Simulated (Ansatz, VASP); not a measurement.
# NaSnF3 in two plane-wave programs, part 2 of 3

Wanted: the spread between two codes on one cell, functional and k mesh. The cell is generated by rule, not measured, and may not be a known phase. Of the first pair: The cell is taken from a series of runs on this material, whose earlier steps may have relaxed, scaled, displaced or heated it; both programs get it as it stands.

VASP 6.6.1 and Ansatz 0.2.0.

So far: Starting point; VASP: relaxation of cell and atoms, LDA, pair 1.

## Step 3: Ansatz: relaxation of cell and atoms, LDA, pair 1

Level of this step: Ansatz beside VASP: Kohn-Sham DFT, plane waves, LDA (Ansatz).

Ansatz runs on its PAW soft_1 files.

The same cell, functional (in two slightly different forms) and mesh now go to Ansatz, which takes its cutoff from its data sets.

Contents of input.yaml:

```yaml
crystal:
  lattice:
    - [3.4097632721, 1.968627743, 2.0561256243]
    - [-3.4097632721, 1.968627743, 2.0561256243]
    - [0.0, -3.937255486, 2.0561256243]
  atoms:
    - { symbol: Na, position: [0.0410939397, 0.0410939397, 0.0410939397] }
    - { symbol: Sn, position: [0.5391927894, 0.5391927894, 0.5391927894] }
    - { symbol: F, position: [0.4319251763, 0.0451548314, 0.4319251763] }
    - { symbol: F, position: [0.0451548314, 0.4319251763, 0.4319251763] }
    - { symbol: F, position: [0.4319251763, 0.4319251763, 0.0451548314] }
kpoints:
  mp_grid: { grid: [6, 6, 6] }
hamiltonian:
  xc: lda
  pseudopotentials: { kind: paw, azcp: { folder: soft_1 }, xc_functional: pbe }
scf:
  occupations: { method: fixed }
output:
  forces: true
  stress: true
  eigenvalues: true
relax:
  adjacent_minimum: "off"
  f_tol: 0.001
  max_steps: 60
  cell: { stress_tol: 0.01 }
```

Launch:

```bash
> ansatz run input.yaml --threads 8 --pin off --max-ram 16384MiB --backend cpu --events-out ev --progress --plain --runs-dir out
```

Numbers of over 12 decimals in the logs are rounded to 6 here.

What it wrote:

```text
Engine: ansatz 0.2.0, aarch64-unknown-linux-gnu
Pseudopotentials: kind: paw
Pseudopotential: Na, paw, valence charge 9, recommended cutoff 420 eV (normal), soft_1/Na.paw.azcp
Pseudopotential: Sn, paw, valence charge 14, recommended cutoff 420 eV (normal), soft_1/Sn.paw.azcp
Pseudopotential: F, paw, valence charge 7, recommended cutoff 420 eV (normal), soft_1/F.paw.azcp
Functional definition: SPW92
  exchange = slater_x
  correlation = pw_c
Crystal: 5 atoms, lattice volume = 82.811 Å³
Basis set: ecut = 420 eV, 1657 PW (Γ)
Bands: 27, of which v1, the nominal top of the filled ones, is band 22 counted from 1 (21 counted from 0)
Symmetry: 6 space group operations
Space group: R3m (ITA 160), of the structure as read, at distance tolerance 4.4e-5 Å
k-points: 32 of 216 (time reversal used)
Non-local potential: Na, projectors of the file, l = 0: 3, l = 1: 2, l = 2: 1
Non-local potential: Sn, projectors of the file, l = 0: 2, l = 1: 2, l = 2: 2, l = 3: 1
Non-local potential: F, projectors of the file, l = 0: 2, l = 1: 2, l = 2: 1
PAW form: soft (Blöchl's): semilocal exchange-correlation on the pseudo side does not see the compensation charge
PAW frozen core: Na, regenerated for the run's functional, and the local potential with it (the file was generated under x = pbe(κ = 0.804, μ = 0.219515), c = pbe(β = 0.066725))
PAW frozen core: Sn, regenerated for the run's functional, and the local potential with it (the file was generated under x = pbe(κ = 0.804, μ = 0.219515), c = pbe(β = 0.066725))
PAW frozen core: F, regenerated for the run's functional, and the local potential with it (the file was generated under x = pbe(κ = 0.804, μ = 0.219515), c = pbe(β = 0.066725))
PAW one-centre angular grid: Na, 110 points (default); XC on 64 Gauss nodes
PAW one-centre angular grid: Sn, 590 points (default); XC on 64 Gauss nodes
PAW one-centre angular grid: F, 110 points (default); XC on 64 Gauss nodes
Initial density: superposition of atomic densities (chi_scale 0.1, normalization cell, long waves kept (reshape's long-wave potential 0.04 eV rms))
Initial wavefunctions: pseudopotential atomic-orbital guess
Functional: x = slater, c = lda
SCF iter   1: F=—  HF=-9736.153340 eV  |F-HF|=—  |Δ(HF+E_count)|=         —  Δρ=1.52e-1  dr2=1.64e1  ethr=3.10e-3  ⟨swp⟩=4.8  Hψ=3474  notcnv=0  defer=90
preconditioner: auto → Resta (q_TF=auto, 2.455 Å⁻¹)  ε∞=3.0  [insulator: Δε(μ)=3.095 eV  Ē_g=17.521 eV  n_scr=24 (ndim 8)  ℏωp=24.5 eV  f_vac=0.076  ε∞_Penn≈3.0]
SCF iter   2: F=—  HF=-9731.500745 eV  |F-HF|=—  |Δ(HF+E_count)|=    4.65e0  Δρ=6.21e-2  dr2=2.10e0  ethr=3.10e-3  ⟨swp⟩=3.5  Hψ=2102  notcnv=0  defer=72
SCF iter   3: F=—  HF=-9730.927150 eV  |F-HF|=—  |Δ(HF+E_count)|=   5.74e-1  Δρ=1.95e-2  dr2=4.65e-1  ethr=3.10e-3  ⟨swp⟩=2.0  Hψ=1502  notcnv=0  defer=67
SCF iter   4: F=—  HF=-9730.741805 eV  |F-HF|=—  |Δ(HF+E_count)|=   1.85e-1  Δρ=5.34e-3  dr2=4.40e-2  ethr=1.06e-3  ⟨swp⟩=3.0  Hψ=1470  notcnv=0  defer=93
SCF iter   5: F=—  HF=-9730.723799 eV  |F-HF|=—  |Δ(HF+E_count)|=   1.80e-2  Δρ=1.30e-3  dr2=1.56e-3  ethr=1.00e-4  ⟨swp⟩=3.2  Hψ=1851  notcnv=0  defer=94
SCF iter   6: F=—  HF=-9730.723956 eV  |F-HF|=—  |Δ(HF+E_count)|=   1.57e-4  Δρ=2.39e-4  dr2=6.12e-5  ethr=3.55e-6  ⟨swp⟩=3.0  Hψ=1583  notcnv=0  defer=94
SCF iter   7: F=—  HF=-9730.723977 eV  |F-HF|=—  |Δ(HF+E_count)|=   2.16e-5  Δρ=4.77e-5  dr2=1.90e-6  ethr=1.39e-7  ⟨swp⟩=2.2  Hψ=1523  notcnv=0  defer=94
SCF iter   8: F=-9730.723979 eV  HF=-9730.723979 eV  |F-HF|=3.60e-8  |Δ(HF+E_count)|=   1.94e-6  Δρ=1.02e-5  dr2=6.41e-8  ethr=2.27e-10  ⟨swp⟩=11.2  Hψ=5352  notcnv=0
SCF 1 converged in 8 iterations: F = -9730.723979 eV  dr2 = 6.41e-8
  greatest PAW one-centre occupation: 0.999 electrons in one spin orbital (limit 2), on the Na atom at site 0 (counted from 0), in its partial waves of l = 0
relax step   1: F+E_penalty+E_count = -9730.72397933 eV  Δ(F+E_penalty+E_count) = +0.000e0 eV  max|allowed force component| = 7.498e-4 eV/Å  Δτ_max = 0.0000 Å  P = +0.002 GPa  Ω = 82.811 Å³  (8 SCF iters, dr2 threshold 1.00e-7 eV, accepted)
Initial density: handed on by an earlier stage of this run
Initial wavefunctions: pseudopotential atomic-orbital guess (no wavefunctions were taken with the density)
iter 1 solved again at ethr=1.27e-8 eV; its pass at ethr=3.10e-3 eV (dr2=5.59e-6 eV) is discarded
SCF iter   1: F=—  HF=-9730.723984 eV  |F-HF|=—  |Δ(HF+E_count)|=         —  Δρ=1.02e-5  dr2=6.40e-8  ethr=1.27e-8  ⟨swp⟩=4.0  Hψ=6443  notcnv=0  defer=94
preconditioner: auto → Resta (q_TF=auto, 2.455 Å⁻¹)  ε∞=2.8  [insulator: Δε(μ)=3.632 eV  Ē_g=19.509 eV  n_scr=24 (ndim 8)  ℏωp=26.4 eV  f_vac=0.218  ε∞_Penn≈2.8]
SCF iter   2: F=—  HF=-9730.723979 eV  |F-HF|=—  |Δ(HF+E_count)|=   4.62e-6  Δρ=5.49e-6  dr2=2.04e-8  ethr=1.45e-10  ⟨swp⟩=2.2  Hψ=1240  notcnv=0  defer=86
SCF iter   3: F=—  HF=-9730.723979 eV  |F-HF|=—  |Δ(HF+E_count)|=   2.18e-8  Δρ=3.02e-6  dr2=5.75e-9  ethr=4.64e-11  ⟨swp⟩=2.0  Hψ=1145  notcnv=0  defer=86
SCF iter   4: F=—  HF=-9730.723979 eV  |F-HF|=—  |Δ(HF+E_count)|=   1.29e-9  Δρ=7.83e-7  dr2=4.46e-10  ethr=1.31e-11  ⟨swp⟩=2.0  Hψ=1152  notcnv=0  defer=86
SCF iter   5: F=—  HF=-9730.723979 eV  |F-HF|=—  |Δ(HF+E_count)|=  2.76e-10  Δρ=1.47e-7  dr2=1.49e-11  ethr=1.01e-12  ⟨swp⟩=2.0  Hψ=1112  notcnv=0  defer=86
SCF iter   6: F=-9730.723979 eV  HF=-9730.723979 eV  |F-HF|=0.00e0  |Δ(HF+E_count)|=  9.09e-12  Δρ=3.34e-8  dr2=8.57e-13  ethr=1.00e-12  ⟨swp⟩=12.1  Hψ=4973  notcnv=0
SCF 2 converged in 6 iterations: F = -9730.723979 eV  dr2 = 8.57e-13
relax step   2: F+E_penalty+E_count = -9730.72397935 eV  Δ(F+E_penalty+E_count) = -1.311e-8 eV  max|allowed force component| = 6.948e-4 eV/Å  Δτ_max = 0.0000 Å  P = +0.002 GPa  Ω = 82.811 Å³  stress off target by 5.10e-3 GPa  SCF on the basis re-selected at this cell (its energy is not comparable with the rows above)  (6 SCF iters)
basis re-selected at this cell: Δ(F+E_penalty+E_count) = -1.311e-8 eV, ΔP = -0.000 GPa vs the last step (what re-selecting the basis moved, of the pressure what is left beyond the Pulay correction that the steps carried, after the strain that the cell walked since its last selection, with what the two solves' SCF thresholds leave and, on support functions, any second-order correction that the steps lacked; it is no m [...]
SCF converged after 6 iterations
Free energy (F): -9730.723979 eV
Harris-Foulkes:  -9730.723979 eV  (|F-HF|=0.00e0)
Internal energy: -9730.723979 eV  (E = F + TS)
E sigma→0 (E₀):  -9730.723979 eV
Fermi energy:    3.670343 eV
--- Per-component energies (eV) ---
  E_band       = -475.413174
  E_kinetic    = 871.683305
  E_local      = -4686.643058  (includes V_loc(G=0)·N_el)
  E_nonlocal   = 696.794173
  E_hartree    = 1853.737515
  E_xc         = -387.581952
  E_vxc        = -421.377090  (∫ρ·V_xc dr)
  E_paw        = -5074.300950  (= ΣΔE_a)
  E_vpaw       = -643.347817  (= ΣTr[D̂ρ^β])
  E_aug_tail   = 0.002327  (compensation charges beyond the density's cutoff)
  E_ewald      = -3005.320874
  E_core_change = 0.905536  (= ΣΔE_core)
  E_smearing   = -0.000000  (= −TS)
  E_closure    = -0.000000  (closes the sum)
  Σ components = -9730.723979   (vs F -9730.723979, Δ=0.00e0)
--- Forces (eV/Å), atoms counted from 1 ---
  atom   1  Na    -0.00000000     0.00000000     0.00069434
  atom   2  Sn     0.00000000    -0.00000000     0.00024521
  atom   3  F      0.00002833    -0.00001636    -0.00031388
  atom   4  F     -0.00002833    -0.00001636    -0.00031388
  atom   5  F     -0.00000000     0.00003271    -0.00031388
  max |Σ_I F_I| component: 2.09e-6 eV/Å
--- Stress (GPa, compression-positive) ---
        0.005100       0.000000       0.000000
       -0.000000       0.005100      -0.000000
        0.000000      -0.000000      -0.003265
  P = ⅓ Tr σ = 0.0023 GPa (0.023 kbar)
--- Band table (eV; the first three rows and the last of 32) ---
  k-point 0: bands = [... 18 lower, 0.4218, 0.6440, 0.6440, 1.6581, 8.4525, 10.4095, 10.4095, 10.8444, ... 1 higher]
  k-point 1: bands = [... 18 lower, 0.4404, 0.5868, 0.6858, 2.0480, 8.2624, 9.8729, 10.4317, 11.4660, ... 1 higher]
  k-point 2: bands = [... 18 lower, 0.4552, 0.5450, 0.7329, 2.7603, 7.6523, 9.9307, 10.4564, 11.7544, ... 1 higher]
  k-point 31: bands = [... 18 lower, 0.5543, 0.5543, 1.1904, 3.6703, 8.2151, 8.2151, 9.4474, 11.7125, ... 1 higher]
--- Relaxed structure (1 steps of the walk, 1 accepted, 1 SCFs on fresh bases) ---
  F+E_penalty+E_count = -9730.72397935 eV   max|allowed force component| = 6.948e-4 eV/Å   (the final SCF, on the basis selected at the relaxed cell)
  cell:  # Å, volume = 82.8111 Å³
    - [3.409763, 1.968628, 2.0561256243]
    - [-3.409763, 1.968628, 2.0561256243]
    - [0.0, -3.937255, 2.0561256243]
  atoms:
    - { symbol: Na, position: [0.041094, 0.041094, 0.041094] }
    - { symbol: Sn, position: [0.5391927894, 0.5391927894, 0.539193] }
    - { symbol: F, position: [0.431925, 0.045155, 0.431925] }
    - { symbol: F, position: [0.045155, 0.431925, 0.431925] }
    - { symbol: F, position: [0.431925, 0.431925, 0.045155] }
```

Reading the cycles: dr2 is the Hartree energy of the density residual (eV), the measure of convergence; HF is the Harris–Foulkes estimate of the energy, which meets the free energy F at convergence.

## Step 4: Differences

Known differences besides the potentials themselves: the two LDA forms differ slightly; fixed occupations in Ansatz, narrow Gaussian smearing in VASP; the data sets hold 44 valence electrons in Ansatz (on its PAW soft_1 files) and 42 in VASP; the cutoff is 420 eV in Ansatz and 600 eV in VASP; VASP's log shows a relativistic correction to its local exchange, Ansatz's none; Ansatz adds a Pulay correction to the stress that steers its cell, VASP none. Total energies have different zeros and are not compared.

The two programs side by side:

```csv
quantity,Ansatz,VASP,difference
volume (Å³),82.81,82.09,+0.88 %
"edge a after relaxation, in the typed setting (Å)",4.442,4.427,+0.34 %
```

## Step 5: VASP: relaxation of cell and atoms, LDA, pair 2

The relaxed volume is the usual yardstick between codes: in a stiff, nearly cubic crystal its relative difference is about their pressure difference at one cell divided by the bulk modulus. Its start cell is another than that of the pair before, and may be another structure of the material.

Contents of INCAR:

```
SYSTEM = NaSnF3
PREC = Accurate
ENCUT = 600
EDIFF = 1E-07
NELM = 120
ISMEAR = 0
SIGMA = 0.02
LREAL = .FALSE.
ALGO = Normal
GGA = CA
NBANDS = 27
LORBIT = 11
LWAVE = .FALSE.
LCHARG = .FALSE.
ISIF = 3
IBRION = 2
NSW = 80
EDIFFG = -0.005
LASPH = .TRUE.
GGA_COMPAT = .FALSE.
NELMIN = 4
EFERMI = MIDGAP
KPAR = 2
```

Contents of POSCAR:

```
NaSnF3
1.0
    4.5508750000      0.0000000000      0.0000000000
    0.0000000000      4.5508750000      0.0000000000
    0.0000000000      0.0000000000      4.5508750000
Na Sn F
1 1 3
Direct
    0.0000000000      0.0000000000      0.0000000000
    0.4999998901      0.4999998901      0.4999998901
    0.4999998901      0.4999998901      0.0000000000
    0.4999998901      0.0000000000      0.4999998901
    0.0000000000      0.4999998901      0.4999998901
```

Contents of KPOINTS:

```
Automatic mesh
0
Gamma
8 8 8
0 0 0
```

Potentials, in the order of the species: Na_pv, Sn_d and F (LDA family, release 64).

Launch:

```bash
> mpirun -np 2 vasp_std
```

What it wrote:

```text
[... set-up lines as in an earlier step ...]
 entering main loop
       N       E                     dE             d eps       ncg     rms          rms(c)
DAV:   1     0.538360107796E+03    0.53836E+03   -0.23341E+04  1901   0.212E+03
DAV:   2     0.507550310347E+02   -0.48761E+03   -0.47009E+03  2142   0.558E+02
DAV:   3    -0.229086800243E+02   -0.73664E+02   -0.72349E+02  2159   0.204E+02
DAV:   4    -0.262326592194E+02   -0.33240E+01   -0.33034E+01  2281   0.452E+01
[...]
DAV:  12    -0.237051626219E+02    0.46699E-05   -0.23146E-05  2649   0.569E-02    0.459E-03
DAV:  13    -0.237051628468E+02   -0.22489E-06   -0.40561E-06  2450   0.175E-02    0.271E-03
DAV:  14    -0.237051627680E+02    0.78806E-07   -0.36975E-07  1873   0.638E-03
   1 F= -.23705163E+02 E0= -.23705163E+02  d E =-.237052E+02
[...]
N       E                     dE             d eps       ncg     rms          rms(c)
DAV:   1    -0.237056079189E+02   -0.44507E-03   -0.81620E-03  2274   0.108E+00    0.154E-01
DAV:   2    -0.237052263150E+02    0.38160E-03   -0.15510E-03  1983   0.319E-01    0.383E-02
DAV:   3    -0.237051924786E+02    0.33836E-04   -0.81352E-05  2387   0.149E-01    0.190E-02
DAV:   4    -0.237051817861E+02    0.10693E-04   -0.27737E-05  2319   0.870E-02    0.491E-03
DAV:   5    -0.237051812115E+02    0.57466E-06   -0.39772E-06  2606   0.223E-02    0.156E-03
DAV:   6    -0.237051810685E+02    0.14297E-06   -0.33442E-07  1932   0.540E-03    0.913E-04
DAV:   7    -0.237051810540E+02    0.14489E-07   -0.24907E-08  1023   0.250E-03
   2 F= -.23705181E+02 E0= -.23705181E+02  d E =-.182860E-04
 trial-energy change:   -0.000018  1 .order   -0.000018   -0.000031   -0.000005
 step:   1.1975(harm=  1.1975)  dis= 0.00000  next Energy=   -23.705181 (dE=-0.185E-04)
 reached required accuracy - stopping structural energy minimisation
```

From OUTCAR (step 5):

```text
  Total       -0.0053858     -0.0053858     -0.0053858      0.0000000      0.0000000     -0.0000000
  in kB       -0.0916404     -0.0916404     -0.0916404      0.0000000      0.0000000     -0.0000000
  external PRESSURE =      -0.0916404 kB  Pullay stress =       0.0000000 kB

 POSITION                                       TOTAL-FORCE (eV/Angst)
 -----------------------------------------------------------------------------------
      0.00000      0.00000      0.00000        -0.000000      0.000000      0.000000
      2.27472      2.27472      2.27472         0.000000     -0.000000      0.000000
      2.27472      2.27472      0.00000        -0.000000      0.000000      0.000000
      2.27472      0.00000      2.27472        -0.000000     -0.000000      0.000000
      0.00000      2.27472      2.27472         0.000000     -0.000000      0.000000
 -----------------------------------------------------------------------------------
    total drift:                                0.002316      0.002316      0.002316

  FREE ENERGIE OF THE ION-ELECTRON SYSTEM (eV)
  ---------------------------------------------------
  free  energy   TOTEN  =       -23.7051810540 eV

  energy  without entropy=      -23.7051810540  energy(sigma->0) =      -23.70518105

[... 1 part as in an earlier step ...]

[... 3 further parts left out ...]
[key lines of the parts left out:]
E-fermi :   3.8520
```

## Step 6: Ansatz: relaxation of cell and atoms, LDA, pair 2

The same cell, functional (in two slightly different forms), mesh and smearing now go to Ansatz, which takes its cutoff from its data sets.

The cell is taken from a series of runs on this material, whose earlier steps may have relaxed, scaled, displaced or heated it; both programs get it as it stands.

input.yaml, the sections that differ from step 3:

```yaml
crystal:
  lattice:
    - [4.5508749455, 0.0, 0.0]
    - [0.0, 4.5508749455, 0.0]
    - [0.0, 0.0, 4.5508749455]
  atoms:
    - { symbol: Na, position: [0.0, 0.0, 0.0] }
    - { symbol: Sn, position: [0.5, 0.5, 0.5] }
    - { symbol: F, position: [0.5, 0.5, 0.0] }
    - { symbol: F, position: [0.5, 0.0, 0.5] }
    - { symbol: F, position: [0.0, 0.5, 0.5] }
kpoints:
  mp_grid: { grid: [8, 8, 8] }
scf:
  occupations: { method: gaussian, width: 0.02 }
relax:
  adjacent_minimum: "off"
  f_tol: 0.005
  max_steps: 80
  cell: { stress_tol: 0.05 }
# hamiltonian, output: as in step 3
```

Launch:

```bash
> ansatz run input.yaml --threads 8 --pin off --max-ram 16384MiB --backend cpu --events-out ev --progress --plain --runs-dir out
```

What it wrote:

```text
[...]
Crystal: 5 atoms, lattice volume = 94.251 Å³
Basis set: ecut = 420 eV, 1839 PW (Γ)
Bands: 27, of which v1, the nominal top of the filled ones, is band 22 counted from 1 (21 counted from 0)
Symmetry: 48 space group operations
[...]
k-points: 35 of 512
[...]
cell:  # Å, volume = 94.2507 Å³
    - [4.5508749455, 0.0, 0.0]
    - [0.0, 4.5508749455, 0.0]
    - [0.0, 0.0, 4.5508749455]
  atoms:
    - { symbol: Na, position: [0.0, 0.0, 0.0] }
    - { symbol: Sn, position: [0.500000, 0.500000, 0.500000] }
    - { symbol: F, position: [0.500000, 0.500000, 0.0] }
    - { symbol: F, position: [0.500000, 0.0, 0.500000] }
    - { symbol: F, position: [0.0, 0.500000, 0.500000] }
[key lines of the parts left out:]
SCF converged after 4 iterations
Free energy (F): -9729.799918 eV
Fermi energy:    5.943053 eV
P = ⅓ Tr σ = -0.0354 GPa (-0.354 kbar)
```

## Step 7: Side by side

What differs besides the data sets and the points named for the pairs above, as far as they apply: the data sets hold 44 valence electrons in Ansatz (on its PAW soft_1 files) and 42 in VASP. Total energies have different zeros and are not compared.

Compared:

```csv
quantity,Ansatz,VASP,difference
volume (Å³),94.25,94.16,+0.09 %
"edge a after relaxation, in the typed setting (Å)",4.551,4.549,+0.03 %
```

(Part 2 of 3 ends here.)

[Lines on the potential files, build, host, timing and source positions are cut from VASP's logs without a mark.]

[Logs are printed without paths, hosts, clocks, repeated set-up lines and the standing remarks that a program may print on its own settings, such as how far it seeks lower states.]

[Hosts, paths, dates, database ids (printed as entryN), source tags and the programs' standing remarks are cut or masked in the printed files.]
